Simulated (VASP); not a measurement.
## GaIn3As4 (ordered alloy cell): computed properties

Level of theory: PBEsol GGA, VASP's PBE PAW potentials (set 64) (plane waves; VASP).

For GaIn₃As₄, the space group is R3m (160) and the cell comes out as a = 4.230 Å, b = 4.230 Å, c = 41.568 Å, α = 90.00°, β = 90.00°, γ = 120.00°. The volume per atom comes out as 26.84 Å³/atom. The band gap (over mesh and band path) is none (metal, semimetal or under 0.01 eV). The density is 5.52 g/cm³.

```xyz
8
Lattice="0.0000 2.9909 2.9909 2.9909 0.0000 2.9909 11.9875 11.9875 -0.0240" Properties=species:S:1:pos:R:3 pbc="T T T"
In    11.9313    11.9313     0.0323
In     2.9937     2.9937    -0.0028
In     9.0331     9.0331     5.9214
As     1.4776     1.4776     1.5133
As     4.5254     4.5254     1.4564
As     7.5721     7.5721     1.4006
As    10.4068    10.4068     1.5568
Ga     8.9889     8.9889    -0.0162
```

Unless said otherwise, spin-orbit coupling is left out, though it shifts the bands of the heavy elements here.

The structure was generated: GaIn3As4 was put into an ordered model structure (R3m), which need not be its known phase. It was relaxed first. Symmetry was kept, so distortions that lower it aren't found.
